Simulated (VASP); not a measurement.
Energy against volume of LiF (rock salt). Calculation: PBE GGA with D3 dispersion (Becke-Johnson damping), VASP's PBE PAW potentials (set 64) (plane waves; VASP). Settings: 520 eV cut-off, 11×11×11 Γ-centred mesh, Gaussian smearing of 0.050 eV, potentials Li_sv F.

```
V (Å³/atom)  E (eV/atom)
-----------  -----------
7.724           -4.99536
7.963           -4.99783
8.202           -4.99687
8.441           -4.99291
```

**Question.** Fit these four points and predict the energy of the run at 7.485 Å³/atom.

**Answer.** A cubic in V^(−2/3), the third-order Birch-Murnaghan form, passes through the four points with V0 = 8.01 Å³/atom and B0 = 75 GPa, and gives -4.9890 eV/atom there. The run gave -4.9888 eV/atom, +0.1 meV/atom from the fit; all five points give B0 = 75 GPa.

The compound is LiF in the rock salt structure. It was relaxed first.
